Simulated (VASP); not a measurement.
A calculation with VASP 6.6.1 of Cr3Co (native input, structure from a POSCAR):

INCAR

```
SYSTEM = Cr3Co
ALGO = Fast
EDIFF = 1E-6
ENCUT = 520
GGA = PE
ISIF = 2
ISMEAR = 0
ISPIN = 2
LASPH = .TRUE.
LCHARG = .FALSE.
LMAXMIX = 4
LORBIT = 11
LREAL = .FALSE.
LWAVE = .FALSE.
MAGMOM = 2 2 3 3 3 3 3 3
NELM = 150
PREC = Accurate
SIGMA = 0.05
```

The input KPOINTS:

```
k-points
0
G
  6 6 7
  0 0 0
```

The input POSCAR:

```
Cr3Co
5.0827
    1.000005460444      0.000000000000      0.000000000000
   -0.500002730222      0.866030132666      0.000000000000
    0.000000000000      0.000000000000      0.803385798886
Co Cr
2 6
Direct
    0.3333333333      0.6666666667      0.7500000000
    0.6666666667      0.3333333333      0.2500000000
    0.1647905050      0.3295810100      0.2500000000
    0.8352094950      0.6704189900      0.7500000000
    0.1647905050      0.8352094950      0.2500000000
    0.8352094950      0.1647905050      0.7500000000
    0.6704189900      0.8352094950      0.2500000000
    0.3295810100      0.1647905050      0.7500000000
```

Potentials or basis: VASP PAW PBE potentials, release 54 (Co, Cr_pv).

Command:

```sh
$ cat potpaw_PBE.54/Co/POTCAR potpaw_PBE.54/Cr_pv/POTCAR > POTCAR
$ mpirun -np 1 vasp_std > vasp.out
```

The cell comes from a database or a generator and needn't be the stable form of this composition.

Write the same calculation in another form: ASE script, structure from a POSCAR.

As run:

File run.py:

```python
from ase.calculators.vasp import Vasp
from ase.dft.bandgap import bandgap
from ase.io import read

atoms = read('POSCAR')
atoms.set_initial_magnetic_moments([2.0, 2.0, 3.0, 3.0, 3.0, 3.0, 3.0, 3.0])
calc = Vasp(
    directory='calc',
    xc='pbe',
    pp='PBE',
    setups='recommended',
    pp_version='54',
    prec='Accurate',
    encut=520,
    ediff=1e-06,
    ismear=0,
    sigma=0.05,
    lreal=False,
    lasph=True,
    nelm=120,
    algo='Normal',
    isif=2,
    lwave=False,
    lcharg=False,
    ispin=2,
    lorbit=11,
    lmaxmix=4,
    kpts=[6, 6, 7],
    gamma=True,
    nbands=59,
)
atoms.calc = calc

print('energy (eV):', atoms.get_potential_energy())
print('free energy (eV):', atoms.get_potential_energy(force_consistent=True))
print('forces (eV/A):')
print(atoms.get_forces())
print('stress (eV/A^3, Voigt):', atoms.get_stress())
print('Fermi level (eV):', calc.get_fermi_level())
print('moment (muB):', atoms.get_magnetic_moment())
print('site moments (muB):', atoms.get_magnetic_moments())
gap, top, bottom = bandgap(calc)
print('band gap (eV):', gap, 'from (spin, k, band)', top, 'to', bottom)
```

File POSCAR:

```
Cr3Co
1.0
    5.0827277538      0.0000000000      0.0000000000
   -2.5413638769      4.4017713553      0.0000000000
    0.0000000000      0.0000000000      4.0833690000
Co Cr
2 6
Direct
    0.3333333333      0.6666666667      0.7500000000
    0.6666666667      0.3333333333      0.2500000000
    0.1647905050      0.3295810100      0.2500000000
    0.8352094950      0.6704189900      0.7500000000
    0.1647905050      0.8352094950      0.2500000000
    0.8352094950      0.1647905050      0.7500000000
    0.6704189900      0.8352094950      0.2500000000
    0.3295810100      0.1647905050      0.7500000000
```

Potentials or basis: VASP PAW PBE potentials, release 54 (Co, Cr_pv).

Command:

```console
$ python run.py
```

Both were run:

|  | native input, structure from a POSCAR | ASE script, structure from a POSCAR |
| --- | --- | --- |
| Pressure | -1.3 GPa | -1.4 GPa |
| Largest force | 0.017 eV/Å | 0.016 eV/Å |
| Band gap on the k mesh | none (metal or under the smearing width) | none (metal or under the smearing width) |
| Net moment | 0.08 μB per cell | 0.00 μB per cell |
| Valence electrons inside the program's atomic spheres | Co 8.43; Cr 11.02 | Co 8.43; Cr 11.02 |

Keys that steer only the numerical path or the files written may differ.

Caveat: the starting moments collapsed, and a magnetic state may lie lower.
